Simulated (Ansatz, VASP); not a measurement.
One calculation of YV, two programs

```xyz
2
Lattice="3.6152 0.0000 0.0000 0.0000 3.6152 0.0000 0.0000 0.0000 3.6164" Properties=species:S:1:pos:R:3 pbc="T T T"
V     0.0000    0.0000    0.0000
Y     1.8076    1.8076    1.8082
```

Alike in both runs: functional PBE; k mesh 14 × 14 × 10; occupations gaussian, width 0.1 eV; collinear spin.

Ansatz relaxed the structure, and its values are those at the end. VASP's run is a single point on that final structure, the one shown.

|  | VASP | Ansatz |
| --- | --- | --- |
| version | VASP 6.6.1 | Ansatz 0.2.0 |
| potentials or method | VASP PAW PBE potentials, release 64 (V_sv, Y_sv) | scalar-relativistic, plane waves, PAW |
| plane-wave cutoff (eV) | 520 | 420 |
| valence electrons in the cell | 24 | 24 |

```csv
,VASP,Ansatz,Ansatz less VASP
gap on the k mesh at the Fermi level (eV),none,none,-
pressure (GPa),0.0,0.0,+0.04
net moment per atom (μB),1.76,1.76,-0.002
size of the moment on the site where the two differ most (μB),2.46,2.65,+0.189
```

Site moments also hang on the region over which each program counts them. A gap of «none» marks a metal or a gap that the smearing closes.
